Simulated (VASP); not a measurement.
Here is the system:

```
CELL_PARAMETERS angstrom
      5.90235     0.00000     0.00000
      0.00000     5.90235     0.00000
      0.00000     0.00000     5.90235
ATOMIC_POSITIONS crystal
  Cs 0.00000 0.00000 0.00000
  Sn 0.50000 0.50000 0.50000
  I  0.50000 0.00000 0.50000
  I  0.00000 0.50000 0.50000
  I  0.50000 0.50000 0.00000
```

These are LDA (Ceperley-Alder, Perdew-Zunger), VASP's LDA PAW potentials (set 64) (plane waves; VASP) values and carry that method's errors. Numerical set-up: 520 eV cut-off, 4×4×4 Γ-centred mesh, Gaussian smearing of 0.050 eV, potentials Cs_sv Sn_d I.

Problem. Give the stress tensor in GPa (positive for a compressed cell).

Solution. 
```
1.89  0.00  0.00
0.00  1.89  0.00
0.00  0.00  1.89
```
The pressure is its mean diagonal, 1.89 GPa.

The compound is CsSnI3 in the cubic perovskite structure, the ideal cubic form; the compound distorts at low or room temperature. This cell is one point of a volume scan, at 0.94 of the reference volume.
